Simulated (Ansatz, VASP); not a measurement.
# Cross-check of MnRh between VASP and Ansatz, part 2 of 3

Aim: how closely do two programs agree when they are given the same cell, functional and k mesh? Of the first pair: The two relaxations start from unlike cells of this crystal (the structure described is Ansatz's start), so only their ends are compared.

VASP 6.6.1 and Ansatz 0.2.0.

So far: The structure; Ansatz: relaxation of cell and atoms, PBEsol, pair 1.

### Step 3. VASP: relaxation of cell and atoms, PBEsol, pair 1

Level of this step: PBEsol, spin-polarised from a ferromagnetic start; plane waves and PAW (Mn_pv, Rh_pv) (VASP).

Its own start cell and the same functional, mesh and smearing now go to VASP, with its own data sets.

Lines of VASP's logs that name or quote its potential files are left out, and so is its time.

The input, INCAR:

```
SYSTEM = MnRh
PREC = Accurate
ENCUT = 500
EDIFF = 1E-07
NELM = 200
ISMEAR = 0
SIGMA = 0.1
LREAL = .FALSE.
ALGO = Normal
GGA = PS
NBANDS = 24
ISPIN = 2
MAGMOM = 3.34 0.64
LASPH = .TRUE.
LMAXMIX = 4
LORBIT = 11
LWAVE = .FALSE.
LCHARG = .FALSE.
ISIF = 3
IBRION = 2
NSW = 80
EDIFFG = -0.005
GGA_COMPAT = .FALSE.
NELMIN = 4
KPAR = 2
```

The input, POSCAR:

```
MnRh
1.0
    2.9879864504      0.0000000000      0.0000000000
    0.0000000000      2.9879864504      0.0000000000
    0.0000000000      0.0000000000      2.9879864504
Mn Rh
1 1
Direct
    0.0000000000      0.0000000000      0.0000000000
    0.5000000000      0.5000000000      0.5000000000
```

The input, KPOINTS:

```
Automatic mesh
0
Gamma
6 6 6
0 0 0
```

Potentials, in the order of the species: Mn_pv and Rh_pv (PBE family, release 64).

The run is started by

```
$ mpirun -np 2 vasp_std
```

Numbers of over 12 decimals in the logs are rounded to 6 here.

The program printed:

```text
[banner, memory and clock lines left out]
running    2 mpi-ranks, on    1 nodes
 distrk:  each k-point on    1 cores,    2 groups
 distr:  one band on    1 cores,    1 groups

 POSCAR found type information on POSCAR MnRh
 POSCAR found :  2 types and       2 ions
|                                                                             |
|               ----> ADVICE to this user running VASP <----                  |
|                                                                             |
|     You enforced a specific xc type in the INCAR file but a different       |
|     [... a line on the potential file left out ...]
|     I HOPE YOU KNOW WHAT YOU ARE DOING!                                     |
|                                                                             |

 LDA part: xc-table for (Slater+PW92), standard interpolation
 POSCAR, INCAR and KPOINTS ok, starting setup
 FFT: planning ... GRIDC
 FFT: planning ... GRID_SOFT
 FFT: planning ... GRID
 WAVECAR not read
 entering main loop
       N       E                     dE             d eps       ncg     rms          rms(c)
DAV:   1     0.277251619254E+03    0.27725E+03   -0.15512E+04  1992   0.139E+03
DAV:   2    -0.114231553138E+02   -0.28867E+03   -0.27590E+03  2040   0.415E+02
DAV:   3    -0.198846450488E+02   -0.84615E+01   -0.84043E+01  2128   0.804E+01
DAV:   4    -0.199579504849E+02   -0.73305E-01   -0.73296E-01  2216   0.737E+00
DAV:   5    -0.199592720209E+02   -0.13215E-02   -0.13215E-02  2192   0.100E+00    0.179E+01
DAV:   6    -0.251518625175E+02   -0.51926E+01   -0.48929E+01  1928   0.614E+01    0.365E+01
DAV:   7    -0.178650434484E+02    0.72868E+01   -0.53644E+01  2016   0.489E+01    0.839E+00
DAV:   8    -0.179627430016E+02   -0.97700E-01   -0.49085E-01  1976   0.787E+00    0.382E+00
DAV:   9    -0.179996019848E+02   -0.36859E-01   -0.81529E-02  2128   0.302E+00    0.185E+00
DAV:  10    -0.179925029080E+02    0.70991E-02   -0.15316E-02  2176   0.131E+00    0.930E-01
DAV:  11    -0.179938893956E+02   -0.13865E-02   -0.29458E-03  2144   0.574E-01    0.233E-01
DAV:  12    -0.179941223839E+02   -0.23299E-03   -0.37832E-04  2040   0.187E-01    0.678E-02
DAV:  13    -0.179941333328E+02   -0.10949E-04   -0.20127E-05  2248   0.446E-02    0.278E-02
DAV:  14    -0.179941318800E+02    0.14528E-05   -0.29084E-06  2184   0.178E-02    0.128E-02
DAV:  15    -0.179941318644E+02    0.15672E-07   -0.65403E-07  2184   0.827E-03
   1 F= -.17994132E+02 E0= -.17992285E+02  d E =-.179941E+02  mag=     4.0899
 curvature:   0.00 expect dE= 0.000E+00 dE for cont linesearch  0.000E+00
 trial: gam= 0.00000 g(F)=  0.000E+00 g(S)=  0.113E-04 ort = 0.000E+00 (trialstep = 0.100E+01)
 search vector abs. value=  0.113E-04
 bond charge predicted
       N       E                     dE             d eps       ncg     rms          rms(c)
DAV:   1    -0.179946412919E+02   -0.50941E-03   -0.55571E-03  1992   0.923E-01    0.199E-01
DAV:   2    -0.179941128024E+02    0.52849E-03   -0.12995E-03  1952   0.402E-01    0.138E-01
DAV:   3    -0.179941411583E+02   -0.28356E-04   -0.13399E-04  2048   0.164E-01    0.509E-02
DAV:   4    -0.179941300172E+02    0.11141E-04   -0.11939E-04  2048   0.158E-01    0.391E-02
DAV:   5    -0.179941255247E+02    0.44925E-05   -0.10651E-05  2144   0.472E-02    0.135E-02
DAV:   6    -0.179941255431E+02   -0.18333E-07   -0.24510E-06  2016   0.142E-02    0.444E-03
DAV:   7    -0.179941256903E+02   -0.14719E-06   -0.22680E-07  1960   0.412E-03    0.107E-03
DAV:   8    -0.179941256350E+02    0.55299E-07   -0.21087E-08  1040   0.187E-03
   2 F= -.17994126E+02 E0= -.17992281E+02  d E =0.622938E-05  mag=     4.0889
 trial-energy change:    0.000006  1 .order    0.000004   -0.000011    0.000020
 step:   0.2845(harm=  0.3647)  dis= 0.00000  next Energy=   -17.994133 (dE=-0.156E-05)
 bond charge predicted
       N       E                     dE             d eps       ncg     rms          rms(c)
DAV:   1    -0.179943983241E+02   -0.27263E-03   -0.28495E-03  1984   0.662E-01    0.142E-01
DAV:   2    -0.179941303811E+02    0.26794E-03   -0.66943E-04  1944   0.287E-01    0.990E-02
DAV:   3    -0.179941429188E+02   -0.12538E-04   -0.76202E-05  2032   0.124E-01    0.374E-02
DAV:   4    -0.179941365188E+02    0.64000E-05   -0.64237E-05  2048   0.116E-01    0.283E-02
DAV:   5    -0.179941337774E+02    0.27414E-05   -0.52460E-06  2120   0.332E-02    0.976E-03
DAV:   6    -0.179941330337E+02    0.74372E-06   -0.12608E-06  2008   0.102E-02    0.322E-03
DAV:   7    -0.179941329860E+02    0.47672E-07   -0.11379E-07  1568   0.297E-03
   3 F= -.17994133E+02 E0= -.17992286E+02  d E =-.112168E-05  mag=     4.0896
 curvature:  -0.18 expect dE=-0.133E-06 dE for cont linesearch -0.133E-06
 trial: gam= 0.00000 g(F)=  0.122E-65 g(S)=  0.744E-06 ort =-0.290E-05 (trialstep = 0.857E+00)
 search vector abs. value=  0.744E-06
 reached required accuracy - stopping structural energy minimisation
```

From OUTCAR (step 3):

```text
ion  position               nearest neighbor table
   1  0.000  0.000  0.000-   2 2.59   2 2.59   2 2.59   2 2.59   2 2.59   2 2.59   2 2.59   2 2.59

  LATTYP: Found a simple cubic cell.
 ALAT       =     2.9879864504

 Subroutine GETGRP returns: Found 48 space group operations
 (whereof 48 operations were pure point group operations)

The static configuration has the point symmetry O_h .

 Found     20 irreducible k-points:

   k-points           NKPTS =     20   k-points in BZ     NKDIM =     20   number of bands    NBANDS=     24

   dimension x,y,z NGX =    24 NGY =   24 NGZ =   24
   dimension x,y,z NGXF=    48 NGYF=   48 NGZF=   48

   ENCUT  =  500.0 eV  36.75 Ry    6.06 a.u.   5.45  5.45  5.45*2*pi/ulx,y,z

   NELECT =      28.0000    total number of electrons

 k-points in reciprocal lattice and weights: Automatic mesh
   0.00000000  0.00000000  0.00000000       0.005
   0.16666667  0.00000000  0.00000000       0.028
   0.33333333  0.00000000  0.00000000       0.028
   0.50000000  0.00000000  0.00000000       0.014
   0.16666667  0.16666667  0.00000000       0.056
   0.33333333  0.16666667  0.00000000       0.111
   0.50000000  0.16666667  0.00000000       0.056
   0.33333333  0.33333333  0.00000000       0.056
   0.50000000  0.33333333  0.00000000       0.056
[...]
0.50000000  0.50000000  0.33333333       0.028
   0.50000000  0.50000000  0.50000000       0.005

 average (electrostatic) potential at core
       1 -64.1423       2 -71.9400

 E-fermi :  10.2278

 spin component 1
 k-point     1 :       0.0000    0.0000    0.0000
  band No.  band energies     occupation
    ...
     10       7.3907      1.00000
     11       7.3907      1.00000
     12       7.3907      1.00000
     13       9.0944      1.00000
     14       9.0944      1.00000
     15      10.5318      0.00001
     16      10.5318      0.00001
     17      10.5318      0.00001
     18      18.9972      0.00000
     19      18.9972      0.00000
    ...

 k-point     2 :       0.1667    0.0000    0.0000
  band No.  band energies     occupation
    ...
     12       7.5772      1.00000
     13       8.7578      1.00000
     14       9.2242      1.00000
     15       9.9057      1.00000
     16       9.9057      1.00000
     17      10.2997      0.15475
     18      16.7297      0.00000
     19      20.2437      0.00000
     20      20.2437      0.00000
     21      26.0406      0.00000
    ...

 k-point     3 :       0.3333    0.0000    0.0000
  band No.  band energies     occupation
    ...
     13       8.0965      1.00000
     14       8.7912      1.00000
     15       8.7912      1.00000
     16       9.5837      1.00000
     17       9.6895      1.00000
     18      13.2561      0.00000
     19      23.1446      0.00000
     20      23.1446      0.00000
     21      25.1395      0.00000
     22      26.8104      0.00000
    ...

 k-point     4 :       0.5000    0.0000    0.0000
  band No.  band energies     occupation
    ...
     13       8.0657      1.00000
     14       8.0657      1.00000
     15       8.6990      1.00000
     16       9.0418      1.00000
     17      10.1235      0.92987
     18      11.2198      0.00000
     19      24.7728      0.00000
     20      26.2386      0.00000
     21      26.2386      0.00000
     22      26.8701      0.00000
    ...

 k-point     5 :       0.1667    0.1667    0.0000
  band No.  band energies     occupation
    ...
     12       8.1104      1.00000
     13       8.8345      1.00000
     14       9.0070      1.00000
     15       9.1302      1.00000
     16       9.3469      1.00000
     17      10.6065      0.00000
     18      17.1696      0.00000
     19      18.3519      0.00000
     20      21.2194      0.00000
     21      25.9658      0.00000
    ...

 k-point     6 :       0.3333    0.1667    0.0000
  band No.  band energies     occupation
    ...
     12       7.9055      1.00000
     13       8.4923      1.00000
     14       8.5800      1.00000
     15       8.8545      1.00000
     16       9.4757      1.00000
     17      10.3606      0.03018
     18      13.8353      0.00000
     19      20.1961      0.00000
     20      23.7227      0.00000
     21      24.7231      0.00000
    ...

  Total        0.0032056      0.0032056      0.0032056      0.0000000      0.0000000     -0.0000000
  in kB        0.1925738      0.1925738      0.1925738      0.0000000      0.0000000     -0.0000000
  external PRESSURE =       0.1925738 kB  Pullay stress =       0.0000000 kB

  energy-cutoff  :      500.00
  volume of cell :       26.67
      direct lattice vectors                 reciprocal lattice vectors
     2.987730229 -0.000000000  0.000000000     0.334702240  0.000000000 -0.000000000
     0.000000000  2.987730229  0.000000000     0.000000000  0.334702240  0.000000000
     0.000000000 -0.000000000  2.987730229    -0.000000000 -0.000000000  0.334702240

 POSITION                                       TOTAL-FORCE (eV/Angst)
 -----------------------------------------------------------------------------------
      0.00000      0.00000      0.00000        -0.000000      0.000000      0.000000
      1.49387      1.49387      1.49387         0.000000     -0.000000      0.000000
 -----------------------------------------------------------------------------------
    total drift:                                0.000000      0.000000     -0.000000

  FREE ENERGIE OF THE ION-ELECTRON SYSTEM (eV)
  ---------------------------------------------------
  free  energy   TOTEN  =       -17.9941329860 eV

  energy  without entropy=      -17.9904398995  energy(sigma->0) =      -17.99228644

 reached required accuracy - stopping structural energy minimisation

 total charge
# of ion       s       p       d       tot
------------------------------------------
    1        0.362   6.305   4.981  11.649
    2        0.405   6.289   7.170  13.863
--------------------------------------------------
tot          0.767  12.594  12.151  25.512

 magnetization (x)
# of ion       s       p       d       tot
------------------------------------------
    1        0.012   0.009   3.353   3.374
    2       -0.014  -0.018   0.663   0.631
--------------------------------------------------
tot         -0.002  -0.008   4.016   4.005

[... 6 further parts left out ...]
```

CONTCAR:

```
MnRh
   1.00000000000000
     2.9877302290054719   -0.0000000000000000    0.0000000000000000
     0.0000000000000000    2.9877302290054719    0.0000000000000000
     0.0000000000000000   -0.0000000000000000    2.9877302290054719
  Mn              Rh
     1     1
Direct
     0.0000000000000000    0.0000000000000000    0.0000000000000000
     0.5000000000000000    0.5000000000000000    0.5000000000000000
```

The cell holds one magnetic atom, so no antiferromagnetic order fits into it. The k-mesh is coarse for a metal. The run keeps the 48 symmetry operations of its start, so it cannot find a distortion of lower symmetry.

### Step 4. Differences

Known differences besides the potentials themselves: VASP starts from the moments at which Ansatz ended; the data sets hold 32 valence electrons in Ansatz (on its PAW soft_1 files) and 28 in VASP; the cutoff is 420 eV in Ansatz and 500 eV in VASP; Ansatz makes its cores anew for this functional, VASP keeps those of its PBE data sets; Ansatz adds a Pulay correction to the stress that steers its cell, VASP none; site moments are counted in spheres of each program's own size. Total energies have different zeros and are not compared.

Both answers:

```tsv
quantity	Ansatz	VASP	difference
volume (Å³)	26.66	26.67	-0.03 %
edge a after relaxation, in the typed setting (Å)	2.987	2.988	-0.01 %
total moment (μB)	4.08	4.09	-0.01
moment on Mn1 (μB)	3.34	3.37	-0.04
moment on Rh2 (μB)	0.65	0.63	+0.01
```

### Step 5. Ansatz: relaxation of cell and atoms, PBEsol, pair 2

The relaxed volume is the usual yardstick between codes: in a stiff, nearly cubic crystal its relative difference is about their pressure difference at one cell divided by the bulk modulus. Its start cell is another than that of the pair before, and may be another structure of the material.

The cell is taken from a series of runs on this material, whose earlier steps may have relaxed, scaled, displaced or heated it; both programs get it as it stands.

The input, input.yaml:

```yaml
crystal:
  lattice:
    - [2.9874206884, 0.0, 0.0]
    - [0.0, 2.9874206884, 0.0]
    - [0.0, 0.0, 2.9874206884]
  atoms:
    - { symbol: Mn, position: [0.0, 0.0, 0.0], spin: 3.67 }
    - { symbol: Rh, position: [0.5, 0.5, 0.5], spin: 0.71 }
kpoints:
  mp_grid: { grid: [14, 14, 14] }
hamiltonian:
  xc: pbesol
  pseudopotentials: { kind: paw, azcp: { folder: soft_1 }, xc_functional: pbe }
scf:
  occupations: { method: gaussian, width: 0.1 }
output:
  forces: true
  stress: true
  eigenvalues: true
  populations: true
magnetization:
  spin_polarized: true
relax:
  adjacent_minimum: "off"
  f_tol: 0.005
  max_steps: 80
  cell: { stress_tol: 0.05 }
```

The run is started by

```
$ ansatz run input.yaml --threads 4 --pin off --max-ram 10240MiB --backend cpu --events-out ev --progress --plain --runs-dir out
```

The program printed:

```text
[...]
Crystal: 2 atoms, lattice volume = 26.662 Å³
Basis set: ecut = 420 eV, 485 PW (Γ), exchange–correlation on 40×40×40 points (8 copies of the dense FFT grid, shifted against one another)
Bands: 23, of which v1, the nominal top of the filled ones, is band 16 counted from 1 (15 counted from 0)
Symmetry: 48 space group operations
[...]
cell:  # Å, volume = 26.6755 Å³
    - [2.987933, 0, 0.0]
    - [0, 2.987933, 0.0]
    - [0, 0.0, 2.987933]
  atoms:
    - { symbol: Mn, position: [0, 0, 0.0] }
    - { symbol: Rh, position: [0.5, 0.5, 0.5] }
--- Löwdin populations: 2 sites ---
  site symbol       q [e]    m [muB]
     0     Mn     14.4672     3.5384
     1     Rh     17.2207     0.5364
  spilling = 0.009753 (of n_electrons = 32.000000)
[key lines of the parts left out:]
SCF converged after 7 iterations
Magnetization: 4.0460 μB (18.0230 up, 13.9770 down)
Free energy (F): -10207.699090 eV
Fermi energy:    19.494595 eV
P = ⅓ Tr σ = -0.0176 GPa (-0.176 kbar)
```

### Step 6. VASP: relaxation of cell and atoms, PBEsol, pair 2

The same cell, functional, mesh and smearing now go to VASP, with its own data sets.

INCAR: that of step 3 with these lines changed.

```diff
@@ -12,3 +12,3 @@
 ISPIN = 2
-MAGMOM = 3.34 0.64
+MAGMOM = 3.35 0.57
 LASPH = .TRUE.
```

The input, POSCAR:

```
MnRh
1.0
    2.9874210000      0.0000000000      0.0000000000
    0.0000000000      2.9874210000      0.0000000000
    0.0000000000      0.0000000000      2.9874210000
Mn Rh
1 1
Direct
    0.0000000000      0.0000000000      0.0000000000
    0.4999998326      0.4999998326      0.4999998326
```

The input, KPOINTS:

```
Automatic mesh
0
Gamma
14 14 14
0 0 0
```

The run is started by

```
$ mpirun -np 2 vasp_std
```

The program printed:

```text
[banner, memory and clock lines left out]
running    2 mpi-ranks, on    1 nodes
[...]
[... a notice as in an earlier step ...]

 LDA part: xc-table for (Slater+PW92), standard interpolation
 POSCAR, INCAR and KPOINTS ok, starting setup
[...]
entering main loop
       N       E                     dE             d eps       ncg     rms          rms(c)
DAV:   1     0.285493324315E+03    0.28549E+03   -0.15706E+04 11704   0.140E+03
DAV:   2    -0.109374527265E+02   -0.29643E+03   -0.28344E+03 12256   0.419E+02
DAV:   3    -0.198947358529E+02   -0.89573E+01   -0.89071E+01 12648   0.825E+01
DAV:   4    -0.199728575997E+02   -0.78122E-01   -0.78113E-01 13512   0.762E+00
[...]
DAV:  14    -0.179959858350E+02   -0.71636E-06   -0.54171E-06 12992   0.206E-02    0.142E-02
DAV:  15    -0.179959860284E+02   -0.19344E-06   -0.69565E-07 13624   0.959E-03    0.258E-03
DAV:  16    -0.179959859853E+02    0.43113E-07   -0.86008E-08  7784   0.354E-03
   1 F= -.17995986E+02 E0= -.17992064E+02  d E =-.179960E+02  mag=     4.0512
[...]
DAV:   7    -0.179959813566E+02   -0.11769E-07   -0.63370E-07 13584   0.668E-03
   2 F= -.17995981E+02 E0= -.17992061E+02  d E =0.462877E-05  mag=     4.0531
 trial-energy change:    0.000005  1 .order    0.000001   -0.000029    0.000030
 step:   0.3939(harm=  0.4867)  dis= 0.00000  next Energy=   -17.995991 (dE=-0.545E-05)
[...]
N       E                     dE             d eps       ncg     rms          rms(c)
DAV:   1    -0.179964794718E+02   -0.49813E-03   -0.52678E-03 12120   0.895E-01    0.191E-01
DAV:   2    -0.179959964319E+02    0.48304E-03   -0.13887E-03 11952   0.391E-01    0.131E-01
DAV:   3    -0.179960362863E+02   -0.39854E-04   -0.39304E-04 12312   0.264E-01    0.732E-02
DAV:   4    -0.179959951096E+02    0.41177E-04   -0.22364E-04 12392   0.206E-01    0.392E-02
DAV:   5    -0.179959928014E+02    0.23083E-05   -0.55798E-06 13648   0.310E-02    0.133E-02
DAV:   6    -0.179959927377E+02    0.63716E-07   -0.24119E-06 12024   0.140E-02    0.443E-03
DAV:   7    -0.179959928818E+02   -0.14412E-06   -0.23219E-07 11848   0.406E-03    0.110E-03
DAV:   8    -0.179959928242E+02    0.57576E-07   -0.18956E-08  6304   0.167E-03
   3 F= -.17995993E+02 E0= -.17992071E+02  d E =-.683889E-05  mag=     4.0520
[...]
reached required accuracy - stopping structural energy minimisation
```

From OUTCAR (step 6):

```text
  Total        0.0010013      0.0010013      0.0010013      0.0000000      0.0000000      0.0000000
  in kB        0.0601363      0.0601363      0.0601363      0.0000000      0.0000000      0.0000000
  external PRESSURE =       0.0601363 kB  Pullay stress =       0.0000000 kB

 POSITION                                       TOTAL-FORCE (eV/Angst)
 -----------------------------------------------------------------------------------
      0.00000      0.00000      0.00000        -0.000000      0.000000      0.000000
      1.49399      1.49399      1.49399         0.000000      0.000000      0.000000
 -----------------------------------------------------------------------------------
    total drift:                                0.000512      0.000512      0.000512

  FREE ENERGIE OF THE ION-ELECTRON SYSTEM (eV)
  ---------------------------------------------------
  free  energy   TOTEN  =       -17.9959928242 eV

  energy  without entropy=      -17.9881490888  energy(sigma->0) =      -17.99207096

 magnetization (x)
# of ion       s       p       d       tot
------------------------------------------
    1        0.017   0.016   3.357   3.390
    2       -0.015  -0.010   0.584   0.559
--------------------------------------------------
tot          0.002   0.006   3.941   3.949

[... 1 part as in an earlier step ...]

[... 3 further parts left out ...]
[key lines of the parts left out:]
E-fermi :  10.1740
```

### Step 7. Side by side

What differs besides the data sets and the points named for the pairs above, as far as they apply: the data sets hold 32 valence electrons in Ansatz (on its PAW soft_1 files) and 28 in VASP. Total energies have different zeros and are not compared.

Compared:

```tsv
quantity	Ansatz	VASP	difference
volume (Å³)	26.68	26.68	-0.01 %
edge a after relaxation, in the typed setting (Å)	2.988	2.988	+0.00 %
total moment (μB)	4.05	4.05	-0.01
moment on Mn1 (μB)	3.35	3.39	-0.04
moment on Rh2 (μB)	0.57	0.56	+0.01
```

(Continued in part 3 of 3.)

[Lines on the potential files, build, host, timing and source positions are cut from VASP's logs without a mark.]

[Logs are printed without paths, hosts, clocks, repeated set-up lines and the standing remarks that a program may print on its own settings, such as how far it seeks lower states.]

[Hosts, paths, dates, database ids (printed as entryN), source tags and the programs' standing remarks are cut or masked in the printed files.]
